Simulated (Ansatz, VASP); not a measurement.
# AsP (puckered PAs, 2 layers, AB): VASP beside Ansatz, part 2 of 2

Aim: how closely do two programs agree when they are given the same cell, functional and k mesh? The structure shown is the start of the Ansatz relaxation below; VASP solves that cell, so the two are compared at the walk's first step.

VASP 6.6.1 and Ansatz 0.2.0.

So far: The structure; Ansatz: relaxation, r2SCAN with D4.

### Step 3. VASP: single point, r2SCAN with D4, start cell

Level of this step: r2SCAN with D4; plane waves and PAW (P, As) (VASP).

The same cell, functional, mesh and smearing now go to VASP, with its own data sets.

Lines of VASP's logs that name or quote its potential files are left out, and so is its time.

Contents of INCAR:

```
SYSTEM = AsP
PREC = Accurate
ENCUT = 440
EDIFF = 1E-06
NELM = 300
ISMEAR = -1
SIGMA = 0.05
LREAL = .FALSE.
ALGO = Normal
METAGGA = R2SCAN
IVDW = 13
VDW_S6 = 1
VDW_S8 = 0.6018749
VDW_A1 = 0.51559235
VDW_A2 = 5.77342911
LASPH = .TRUE.
NBANDS = 28
LORBIT = 11
LWAVE = .FALSE.
LCHARG = .FALSE.
ISIF = 2
LDIPOL = .TRUE.
IDIPOL = 3
DIPOL = 0.5 0.5 0.5
LVHAR = .TRUE.
GGA_COMPAT = .FALSE.
EFERMI = MIDGAP
NELMDL = -8
LMIXTAU = .TRUE.
KPAR = 2
AMIX = 0.1
BMIX = 1E-04
```

Contents of POSCAR:

```
AsP
1.0
    4.6900000000      0.0000000000      0.0000000000
    0.0000000000      3.5000000000      0.0000000000
    0.0000000000      0.0000000000     46.8200000000
P As
4 4
Direct
    0.0900000000      0.0000000000      0.4154207604
    0.5900000000      0.5000000000      0.4658265698
    0.0900000000      0.5000000000      0.5341734302
    0.5900000000      0.0000000000      0.5845792396
    0.4100000000      0.5000000000      0.4175565997
    0.9100000000      0.0000000000      0.4636907305
    0.4100000000      0.0000000000      0.5363092695
    0.9100000000      0.5000000000      0.5824434003
```

Contents of KPOINTS:

```
Automatic mesh
0
Gamma
6 8 1
0 0 0
```

PAW data sets: P and As (PBE family, release 64).

Started as:

```sh
> mpirun -np 2 vasp_std
```

Numbers of over 12 decimals in the logs are rounded to 6 here.

What it wrote:

```text
[banner, memory and clock lines left out]
running    2 mpi-ranks, on    1 nodes
 distrk:  each k-point on    1 cores,    2 groups
 distr:  one band on    1 cores,    1 groups

 POSCAR found type information on POSCAR P As
 POSCAR found :  2 types and       8 ions
|                                                                             |
|               ----> ADVICE to this user running VASP <----                  |
|                                                                             |
|     You enforced a specific xc type in the INCAR file but a different       |
|     [... a line on the potential file left out ...]
|     I HOPE YOU KNOW WHAT YOU ARE DOING!                                     |
|                                                                             |

 LDA part: xc-table for (None), standard interpolation
 POSCAR, INCAR and KPOINTS ok, starting setup
 FFT: planning ... GRIDC
 FFT: planning ... GRID_SOFT
 FFT: planning ... GRID
 WAVECAR not read
 entering main loop
       N       E                     dE             d eps       ncg     rms          rms(c)
DAV:   1     0.234421458957E+03    0.23442E+03   -0.11080E+04  1136   0.863E+02
DAV:   2    -0.589298590696E+02   -0.29335E+03   -0.28496E+03  1744   0.177E+02
DAV:   3    -0.997564134523E+02   -0.40827E+02   -0.40624E+02  1340   0.739E+01
DAV:   4    -0.100996120003E+03   -0.12397E+01   -0.12343E+01  1528   0.162E+01
DAV:   5    -0.101024425965E+03   -0.28306E-01   -0.28265E-01  1604   0.220E+00
DAV:   6    -0.101025186172E+03   -0.76021E-03   -0.76011E-03  1596   0.379E-01
DAV:   7    -0.101025212750E+03   -0.26578E-04   -0.26577E-04  1680   0.535E-02
DAV:   8    -0.101025213484E+03   -0.73316E-06   -0.73275E-06  1324   0.809E-03    0.113E+01
DAV:   9    -0.950520735894E+02    0.59731E+01   -0.28597E-01  1152   0.300E+00    0.104E+01
DAV:  10    -0.781759299873E+02    0.16876E+02   -0.39790E+00  1208   0.995E+00    0.263E+00
DAV:  11    -0.859478272284E+02   -0.77719E+01   -0.95957E-01  1152   0.500E+00    0.157E+00
DAV:  12    -0.873179700411E+02   -0.13701E+01   -0.63572E-02  1388   0.128E+00    0.133E+00
DAV:  13    -0.913479057362E+02   -0.40299E+01   -0.29007E-01  1236   0.303E+00    0.106E+00
DAV:  14    -0.924054759957E+02   -0.10576E+01   -0.49584E-02  1420   0.120E+00    0.929E-01
[...]
DAV:  25    -0.939801894989E+02   -0.18541E-03   -0.14280E-04  1464   0.608E-02    0.268E-02
DAV:  26    -0.939801739579E+02    0.15541E-04   -0.18756E-05  1180   0.275E-02    0.165E-02
DAV:  27    -0.939802262744E+02   -0.52317E-04   -0.96883E-06  1196   0.215E-02    0.115E-02
DAV:  28    -0.939802885638E+02   -0.62289E-04   -0.17685E-05  1144   0.322E-02    0.813E-03
DAV:  29    -0.939802957619E+02   -0.71981E-05   -0.25866E-06   956   0.126E-02    0.567E-03
DAV:  30    -0.939802968154E+02   -0.10535E-05   -0.34925E-06   980   0.152E-02    0.437E-03
DAV:  31    -0.939802981198E+02   -0.13044E-05   -0.19642E-06   816   0.109E-02    0.256E-03
DAV:  32    -0.939802982495E+02   -0.12968E-06   -0.90270E-07   796   0.727E-03
   1 F= -.94860908E+02 E0= -.94860895E+02  d E =-.264886E-04
```

From OUTCAR (step 3):

```text
ion  position               nearest neighbor table
   1  0.090  0.000  0.415-   5 2.31   5 2.31   6 2.41
   2  0.590  0.500  0.466-   6 2.31   6 2.31   5 2.41
   3  0.090  0.500  0.534-   7 2.31   7 2.31   8 2.41
   4  0.590  0.000  0.585-   8 2.31   8 2.31   7 2.41
   5  0.410  0.500  0.418-   1 2.31   1 2.31   2 2.41
   6  0.910  0.000  0.464-   2 2.31   2 2.31   1 2.41
   7  0.410  0.000  0.536-   3 2.31   3 2.31   4 2.41
   8  0.910  0.500  0.582-   4 2.31   4 2.31   3 2.41

  LATTYP: Found a simple orthorhombic cell.
 ALAT       =     3.5000000000
 B/A-ratio  =     1.3400000000
 C/A-ratio  =    13.3771428571

 Subroutine GETGRP returns: Found  4 space group operations
 (whereof  2 operations were pure point group operations)

The static configuration has the point symmetry C_1h.
 The point group associated with its full space group is C_2v.

 Found     20 irreducible k-points:

   k-points           NKPTS =     20   k-points in BZ     NKDIM =     20   number of bands    NBANDS=     28

   dimension x,y,z NGX =    32 NGY =   24 NGZ =  320
   dimension x,y,z NGXF=    64 NGYF=   48 NGZF=  640

   ENCUT  =  440.0 eV  32.34 Ry    5.69 a.u.   8.02  5.99 80.08*2*pi/ulx,y,z

   NELECT =      40.0000    total number of electrons

 k-points in reciprocal lattice and weights: Automatic mesh
   0.00000000  0.00000000  0.00000000       0.021
   0.16666667  0.00000000  0.00000000       0.042
   0.33333333  0.00000000  0.00000000       0.042
   0.50000000  0.00000000  0.00000000       0.021
   0.00000000  0.12500000  0.00000000       0.042
   0.16666667  0.12500000  0.00000000       0.083
   0.33333333  0.12500000  0.00000000       0.083
   0.50000000  0.12500000  0.00000000       0.042
   0.00000000  0.25000000  0.00000000       0.042
[...]
0.33333333  0.50000000  0.00000000       0.042
   0.50000000  0.50000000  0.00000000       0.021

 dipolmoment           0.000000      0.000000     -0.000000 electrons x Angstroem

 average (electrostatic) potential at core
       1 -94.7047       2 -94.7383       3 -94.7383       4 -94.7047       5 -62.2648
       6 -62.2895       7 -62.2895       8 -62.2648

 E-fermi :  -2.2429

 k-point     1 :       0.0000    0.0000    0.0000
  band No.  band energies     occupation
    ...
     16      -4.9169      2.00000
     17      -4.6677      2.00000
     18      -4.1743      2.00000
     19      -3.1282      2.00000
     20      -2.6147      1.99882
     21      -1.8618      0.00098
     22      -1.7156      0.00005
     23      -1.2373      0.00000
     24      -1.0676      0.00000
     25      -0.4727      0.00000
    ...

 k-point     2 :       0.1667    0.0000    0.0000
  band No.  band energies     occupation
    ...
     16      -5.0003      2.00000
     17      -4.0827      2.00000
     18      -4.0418      2.00000
     19      -3.7004      2.00000
     20      -3.3271      2.00000
     21      -1.3965      0.00000
     22      -1.1272      0.00000
     23      -0.9851      0.00000
     24      -0.7848      0.00000
     25      -0.7595      0.00000
    ...

 k-point     3 :       0.3333    0.0000    0.0000
  band No.  band energies     occupation
    ...
     16      -5.2447      2.00000
     17      -4.9834      2.00000
     18      -4.3668      2.00000
     19      -3.1866      2.00000
     20      -3.1588      2.00000
     21      -1.3663      0.00000
     22      -1.3361      0.00000
     23      -1.0580      0.00000
     24      -0.9308      0.00000
     25      -0.2568      0.00000
    ...

  DFT-D4 for vdW energy calculation

  Edisp (eV):   -0.88061

  Total       2.71568    -0.95495    -2.24574     0.00000     0.00000     0.00000
  in kB       5.66131    -1.99076    -4.68163     0.00000     0.00000     0.00000
  external pressure =       -0.34 kB  Pullay stress =        0.00 kB

  energy-cutoff  :      440.00
  volume of cell :      768.55
      direct lattice vectors                 reciprocal lattice vectors
     4.690000000  0.000000000  0.000000000     0.213219616  0.000000000  0.000000000
     0.000000000  3.500000000  0.000000000     0.000000000  0.285714286  0.000000000
     0.000000000  0.000000000 46.820000000     0.000000000  0.000000000  0.021358394

 POSITION                                       TOTAL-FORCE (eV/Angst)
 -----------------------------------------------------------------------------------
      0.42210      0.00000     19.45000        -0.801849      0.000000      0.354058
      2.76710      1.75000     21.81000        -0.863454      0.000000     -0.341488
      0.42210      1.75000     25.01000        -0.863454      0.000000      0.341488
      2.76710      0.00000     27.37000        -0.801849      0.000000     -0.354058
      1.92290      1.75000     19.55000         0.797416      0.000000      0.069504
      4.26790      0.00000     21.71000         0.867887      0.000000     -0.009903
      1.92290      0.00000     25.11000         0.867887      0.000000      0.009903
      4.26790      1.75000     27.27000         0.797416      0.000000     -0.069504
 -----------------------------------------------------------------------------------
    total drift:                               -0.000120     -0.000000     -0.000000

  FREE ENERGIE OF THE ION-ELECTRON SYSTEM (eV)
  ---------------------------------------------------
  free  energy   TOTEN  =       -94.8609078172 eV

  energy  without entropy=      -94.8608813285  energy(sigma->0) =      -94.86089457

 vacuum level on the upper side and lower side of the slab         2.190         2.190

 total charge
# of ion       s       p       d       tot
------------------------------------------
    1        1.080   1.377   0.000   2.456
    2        1.081   1.374   0.000   2.455
    3        1.081   1.374   0.000   2.455
    4        1.080   1.377   0.000   2.456
    5        1.273   1.449   0.065   2.788
    6        1.276   1.444   0.066   2.786
    7        1.276   1.444   0.066   2.786
    8        1.273   1.449   0.065   2.788
--------------------------------------------------
tot          9.419  11.289   0.263  20.971

[... 3 further parts left out ...]
```

### Step 4. Side by side

Known differences besides the potentials themselves: VASP keeps PBE cores, Ansatz makes them for the functional; Ansatz cuts the interaction across the vacuum, VASP repeats the sheet with a dipole correction; the data sets hold 80 valence electrons in Ansatz (on its default PAW (the set named soft_2) files) and 40 in VASP; the cutoff is 500 eV in Ansatz and 440 eV in VASP. Total energies have different zeros and are not compared.

Forces (eV/Å; atoms numbered as in POSCAR):

```csv
atom,"Ansatz x, y, z","VASP x, y, z"
P1,"-0.809, 0.000, 0.346","-0.802, 0.000, 0.354"
P2,"-0.870, 0.000, -0.334","-0.863, 0.000, -0.341"
P3,"-0.870, 0.000, 0.334","-0.863, 0.000, 0.341"
P4,"-0.809, 0.000, -0.346","-0.802, 0.000, -0.354"
As5,"0.804, 0.000, 0.072","0.797, 0.000, 0.070"
As6,"0.874, 0.000, -0.012","0.868, 0.000, -0.010"
As7,"0.874, 0.000, 0.012","0.868, 0.000, 0.010"
As8,"0.804, 0.000, -0.072","0.797, 0.000, -0.070"
```

The forces differ by 5.0 meV/Å r.m.s., which is 1.0 % of the r.m.s. force of 0.502 eV/Å (both taken over all components). With vacuum in the cell, a pressure given here is an average over mostly empty space and none of the material.

### Step 5. Outcome

```json
{
 "r.m.s. force difference (single point, r2SCAN with D4, start cell)": "0.99 % of the r.m.s. force"
}
```

In words: The r.m.s. force difference is 0.99 % of the r.m.s. force (single point, r2SCAN with D4, start cell), within the 3 % picked in this series as the mark of a large difference. The data sets hold unlike numbers of valence electrons (80 in Ansatz and 40 in VASP), so part of the differences comes from the potentials. VASP runs on this material, other cells of it included, that failed, so that no pair exists: single point, r2SCAN (not converged). Such differences can come from data sets, numerical settings and the points named under the comparisons, not from the functional's error against experiment.

[Lines on the potential files, build, host, timing and source positions are cut from VASP's logs without a mark.]

[Logs are printed without paths, hosts, clocks, repeated set-up lines and the standing remarks that a program may print on its own settings, such as how far it seeks lower states.]

[Hosts, paths, dates, database ids (printed as entryN), source tags and the programs' standing remarks are cut or masked in the printed files.]
